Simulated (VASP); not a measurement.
Wanted: the native input for a VASP 6.6.1 run.

* Task: single point
* Functional: PBE
* Potentials or basis: VASP PAW PBE potentials, release 64 (Be, H, F)
* Cutoff: 520 eV
* k mesh: 12 × 12 × 12
* Occupations: gaussian, width 0.1 eV
* Spin: no spin polarisation
* Dipole correction: no
* Further INCAR settings: ALGO = Fast; EDIFF = 1e-06; NBANDS = 20

The structure of BeHF3 lies in POSCAR:

```
BeHF3
1.0
    3.4492460074      0.0000000000      0.0000000000
    0.0000000000      3.4492460074      0.0000000000
    0.0000000000      0.0000000000      3.4492460074
Be H F
1 1 3
Direct
    0.5000000000      0.5000000000      0.5000000000
    0.0000000000      0.0000000000      0.0000000000
    0.0000000000      0.5000000000      0.5000000000
    0.5000000000      0.0000000000      0.5000000000
    0.5000000000      0.5000000000      0.0000000000
```

The cell was built by a generator and needn't be a form met in nature.

The cell isn't the ideal one: species swapped into the Ba3PbO type (Pm-3m, No. 221).

One way to write it, as run:

INCAR

```
PREC = Accurate ; ENCUT = 520
EDIFF = 1E-6 ; ISMEAR = 0
SIGMA = 0.1 ; LREAL = F
LASPH = T ; NELM = 100
ALGO = Fast ; ISIF = 2
LWAVE = F ; LCHARG = T
GGA = PE ; LELF = T
LVHAR = T ; NBANDS = 20
```

KPOINTS

```
regular mesh
0
Gamma
  12 12 12
```

Potentials or basis: VASP PAW PBE potentials, release 64 (Be, H, F).

The run is started by

```sh
$ cat potpaw_PBE.64/Be/POTCAR potpaw_PBE.64/H/POTCAR potpaw_PBE.64/F/POTCAR > POTCAR
$ mpirun -np 1 vasp_std > vasp.out
```

It gave:

```json
{
  "Pressure": "-0.1 GPa",
  "Band gap on the k mesh": "none (metal or under the smearing width)"
}
```

Run time: 27 s on 1 thread of Intel(R) Xeon(R) 6975P-C (Granite Rapids) (shared host), peak memory 0.19 GiB.
